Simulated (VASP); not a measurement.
A run of VASP 6.6.1:

File POSCAR:

```
BaLiF3
1.0
    3.9818943612      0.0000000000      0.0000000000
    0.0000000000      3.9818943612      0.0000000000
    0.0000000000      0.0000000000      3.9818943612
Ba Li F
1 1 3
Direct
    0.0000000000      0.0000000000      0.0000000000
    0.5000000000      0.5000000000      0.5000000000
    0.0000000000      0.5000000000      0.5000000000
    0.5000000000      0.5000000000      0.0000000000
    0.5000000000      0.0000000000      0.5000000000
```

The input INCAR.step1:

```
PREC = Accurate ; ENCUT = 520
ISMEAR = 0 ; SIGMA = 0.02
LREAL = False ; LASPH = True
NELM = 100 ; NBANDS = 25
GGA = PE ; ALGO = Normal
EDIFF = 1E-4 ; LWAVE = True
LCHARG = False
```

File INCAR.step2:

```
PREC = Accurate ; ENCUT = 520
EDIFF = 1E-6 ; ISMEAR = 0
SIGMA = 0.02 ; LREAL = False
LASPH = True ; NELM = 100
ALGO = Normal ; ISIF = 2
LWAVE = False ; LCHARG = True
METAGGA = R2SCAN ; LMIXTAU = True
LELF = True ; LVHAR = True
NBANDS = 25 ; ISTART = 1
```

KPOINTS

```
Automatic mesh
0
Gamma
  6 6 6
```

Potentials or basis: VASP PAW PBE potentials, release 64 (Ba_sv, Li_sv, F).

Command:

```console
$ cat potpaw_PBE.64/Ba_sv/POTCAR potpaw_PBE.64/Li_sv/POTCAR potpaw_PBE.64/F/POTCAR > POTCAR
$ cp INCAR.step1 INCAR
$ mpirun -np 1 vasp_std > vasp.out
$ cp INCAR.step2 INCAR
$ mpirun -np 1 vasp_std > vasp.out
```

Hardware: 1 thread of AMD EPYC 9R45 96-Core Processor (Zen 5), on a shared host.

Question: Estimate the wall time of this run.

Answer: Wall time 70 s on 1 thread of AMD EPYC 9R45 96-Core Processor (Zen 5), with other jobs on the host, peak memory 0.16 GiB. Counts: scf iterations 12, k points 20.
